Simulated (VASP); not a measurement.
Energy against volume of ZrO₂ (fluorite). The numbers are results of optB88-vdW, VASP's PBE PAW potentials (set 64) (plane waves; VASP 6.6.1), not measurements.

```tsv
V (Å³/atom)	E (eV/atom)
10.459	-7.67613
10.793	-7.70245
11.126	-7.71093
11.460	-7.70413
11.794	-7.68425
```

Fit a third-order Birch-Murnaghan equation of state.

volume per atom: 11.14 Å³/atom
bulk modulus: 243 GPa
pressure derivative of the bulk modulus: 4.18
lattice constant a: 5.113 Å

Measured: a 5.090 Å at 0 K (computed value off by +0.4 %), as given by Xinyuan Zhao et al., Physical review. B, Condensed matter (2002), arXiv:cond-mat/0108491 [extrapolated to 0 K from high-temperature diffraction of the cubic phase (5.27 Å at 2410 °C), as arXiv:1708.09424 says of the same reference; zero-point expansion not removed].

The compound is ZrO2 in the fluorite structure, the high-temperature cubic form, which is unstable at 0 K; the monoclinic form is the stable one. It was relaxed first.
